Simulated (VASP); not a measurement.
TiC:

```
CELL_PARAMETERS angstrom
0.00000 2.15930 2.15930
2.15930 0.00000 2.15930
2.15930 2.15930 0.00000
ATOMIC_POSITIONS crystal
Ti 0.00000 0.00000 0.00000
C 0.50000 0.50000 0.50000
```

Base run:

```yaml
Program: VASP 6.6.1
Functional: PBEsol
Potentials_or_basis: VASP PAW PBE potentials, release 64 (Ti_sv, C)
Cutoff: 520 eV
k_mesh: 12 × 12 × 12
Occupations: fermi-dirac, width 0.05 eV
Spin: no spin polarisation
```

Its results: band gap on the k mesh none (metal or under the smearing width); pressure -4.3 GPa.

**Question.** After a change of settings the same cell gave: band gap on the k mesh none (metal or under the smearing width); pressure 2.7 GPa. Which change was it?
A. functional from PBEsol to LDA; potentials or basis from VASP PAW PBE potentials, release 64 (Ti_sv, C) to VASP PAW LDA potentials, release 64 (Ti_sv, C)
B. functional from PBEsol to HSE06; k mesh from 12 × 12 × 12 to 7 × 7 × 7
C. functional from PBEsol to r2SCAN

**Answer.** C.

Caveats: the PAW data sets were made with another functional, which shifts forces and pressure a little.

Runs at the PBE level aren't shown here.
